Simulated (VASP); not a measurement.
The system is LaRh3C.

```
CELL_PARAMETERS angstrom
4.26694 0.00000 0.00000
0.00000 4.26694 0.00000
0.00000 0.00000 4.26694
ATOMIC_POSITIONS crystal
La 0.50000 0.50000 0.50000
Rh 0.50000 0.00000 0.00000
Rh 0.00000 0.50000 0.00000
Rh 0.00000 0.00000 0.50000
C 0.00000 0.00000 0.00000
```

The cell is a database's computed one.

* Program: VASP 6.6.1
* Task: relaxation of cell and atoms
* Functional: r2SCAN
* Potentials or basis: VASP PAW PBE potentials, release 64 (La, Rh_pv, C)
* Cutoff: 600 eV
* k mesh: 10 × 10 × 10
* Occupations: methfessel-paxton, width 0.1 eV
* Spin: no spin polarisation

At the start: pressure -4.1 GPa; volume 15.54 Å³/atom.

Task: How do energy, volume and symmetry change on relaxing?

Result: Over 3 steps the energy falls by 4.4 meV/atom and the volume is 15.20 Å³/atom (-2.2 %); space group Pm-3m (No. 221, to 0.05 Å).

The path:
| step | energy change (eV) | largest force (eV/Å) | pressure (GPa) | volume (Å³) |
| --- | --- | --- | --- | --- |
| 1 | 0.0000 | 0.0000 | -4.06 | 77.69 |
| 2 | 0.0360 | 0.0000 | 7.37 | 73.35 |
| 3 | -0.0221 | 0.0000 | -0.05 | 75.99 |

Final structure:
```
CELL_PARAMETERS angstrom
4.23560 0.00000 0.00000
0.00000 4.23560 0.00000
0.00000 0.00000 4.23560
ATOMIC_POSITIONS crystal
La 0.50000 0.50000 0.50000
Rh 0.50000 0.00000 0.00000
Rh 0.00000 0.50000 0.00000
Rh 0.00000 0.00000 0.50000
C 0.00000 0.00000 0.00000
```

Caveat: the PAW data sets were made with another functional, which shifts forces and pressure a little.
